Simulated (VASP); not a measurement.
Method: PBE GGA, VASP's PBE PAW potentials (set 64) (plane waves; VASP).

The input files of a VASP run:

KPOINTS:
```
Automatic mesh
0
gamma
  1 1 1
```

POSCAR:
```
SnC62
1
    7.1465551589    -0.0000000000    -0.0000000000
   -0.0000000000     7.1465551589     0.0000000000
    0.0000000000     0.0000000000     7.1465551589
C Sn
62 1
Direct
  0.5000000000   0.0000000000   0.0000000000
  0.6235470000   0.1232800000   0.1319610000
  0.7487130000   0.2538110000   0.0036520000
  0.8723370000   0.3728490000   0.1229220000
  0.7450300000   0.0066260000   0.2557360000
  0.8758400000   0.1223870000   0.3804420000
  0.0000000000   0.0000000000   0.0000000000
  0.1250000000   0.1250000000   0.1250000000
  0.2500000000   0.2500000000   0.0000000000
  0.3687820000   0.3705120000   0.1309700000
  0.5061400000   0.5030010000   0.0032620000
  0.6244640000   0.6310460000   0.1236880000
  0.7500000000   0.7500000000   0.0000000000
  0.8750000000   0.8750000000   0.1250000000
  0.2500000000   0.0000000000   0.2500000000
  0.3789510000   0.1281640000   0.3697410000
  0.5058360000   0.2484260000   0.2471250000
  0.7516360000   0.4995490000   0.2465700000
  0.8797520000   0.6204950000   0.3711750000
  0.5022410000  -0.0002930000   0.4940210000
  0.6199390000   0.1195660000   0.6246890000
  0.7505650000   0.2564210000   0.5011750000
  0.8753740000   0.3809190000   0.6308770000
  0.7500000000   0.0000000000   0.7500000000
  0.8750000000   0.1250000000   0.8750000000
  0.0000000000   0.5000000000   0.0000000000
  0.1250000000   0.6250000000   0.1250000000
  0.2500000000   0.7500000000   0.0000000000
  0.3750000000   0.8750000000   0.1250000000
  0.0000000000   0.2500000000   0.2500000000
  0.1250000000   0.3750000000   0.3750000000
  0.2514350000   0.4989580000   0.2505400000
  0.3748140000   0.6249980000   0.3808520000
  0.4966760000   0.7436880000   0.2494770000
  0.6250000000   0.8750000000   0.3750000000
  0.0000000000   0.0000000000   0.5000000000
  0.1250000000   0.1250000000   0.6250000000
  0.2513030000   0.2483300000   0.5019450000
  0.3750340000   0.3692500000   0.6221570000
  0.6262380000   0.6182230000   0.6231780000
  0.7435820000   0.7447750000   0.4955040000
  0.8750000000   0.8750000000   0.6250000000
  0.2500000000   0.0000000000   0.7500000000
  0.3750000000   0.1250000000   0.8750000000
  0.4994130000   0.2556410000   0.7513310000
  0.6250000000   0.3750000000   0.8750000000
  0.7474470000   0.4988100000   0.7519370000
  0.8750000000   0.6250000000   0.8750000000
  0.0000000000   0.7500000000   0.2500000000
  0.1250000000   0.8750000000   0.3750000000
  0.0000000000   0.5000000000   0.5000000000
  0.1250000000   0.6250000000   0.6250000000
  0.2500000000   0.7500000000   0.5000000000
  0.3750000000   0.8750000000   0.6250000000
  0.0000000000   0.2500000000   0.7500000000
  0.1250000000   0.3750000000   0.8750000000
  0.2500000000   0.5000000000   0.7500000000
  0.3750000000   0.6250000000   0.8750000000
  0.5000000000   0.7500000000   0.7500000000
  0.6250000000   0.8750000000   0.8750000000
  0.0000000000   0.7500000000   0.7500000000
  0.1250000000   0.8750000000   0.8750000000
  0.5046000000   0.4954510000   0.5056700000
```

INCAR:
```
# general
SYSTEM =SnC62
PREC   =Normal
ENCUT  =400
LREAL  =Auto
LASPH  =.TRUE.
ISYM   =0

# electronic loop
EDIFF  =1E-5
NELM   =100
NELMIN =4
ALGO   =Fast
LMAXMIX=4

# smearing
ISMEAR =0
SIGMA  =0.05

# functional
GGA    =PE

# ions
IBRION =2
NSW    =70
ISIF   =2
EDIFFG =-0.03

# output
LWAVE  =.TRUE.
LCHARG =.FALSE.
```

POTCAR, in this order: C Sn (PBE.64 set). Program: vasp_gam.

Question: What will the output report for the number of irreducible k-points (NKPTS), largest plane-wave count, FFT grid (NGX, NGY, NGZ)?

Answer: 
- number of irreducible k-points (NKPTS) = 1
- largest plane-wave count = 3310
- FFT grid (NGX, NGY, NGZ) = 36 × 36 × 36

The cell is a supercell with a defect, built from C (diamond): Sn_C-vac_C. The run is not spin-polarised, so no state with unpaired spins was tried.
